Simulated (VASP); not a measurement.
Here is the system:

```
VN
1.0
    0.00000     2.02365     2.02365
    2.02365     0.00000     2.02365
    2.02365     2.02365     0.00000
V N
1 1
Cartesian
  0.00000   0.00000   0.00000
  2.02365   2.02365   2.02365
```

Calculation: LDA (Ceperley-Alder, Perdew-Zunger), VASP's LDA PAW potentials (set 64) (plane waves; VASP 6.6.1). Settings: 620 eV cut-off, 15×15×15 Γ-centred mesh, first-order Methfessel-Paxton smearing of 0.10 eV, potentials V_sv N.

Predict the energy per atom (σ→0), band gap (on the k-mesh) with the smallest direct gap where there is one.

* **band gap (on the k-mesh)**: none (metal, semimetal or under 0.01 eV)
* **energy per atom (σ→0)**: -10.761 eV/atom

Only differences to runs with the same potentials and settings are physical.

The compound is VN in the rock salt structure, which distorts at low temperature. It was relaxed first, which changed the volume by -7 %. The run is not spin-polarised, so no magnetic state was tried. VASP warned that the highest band is occupied, so more bands are needed.
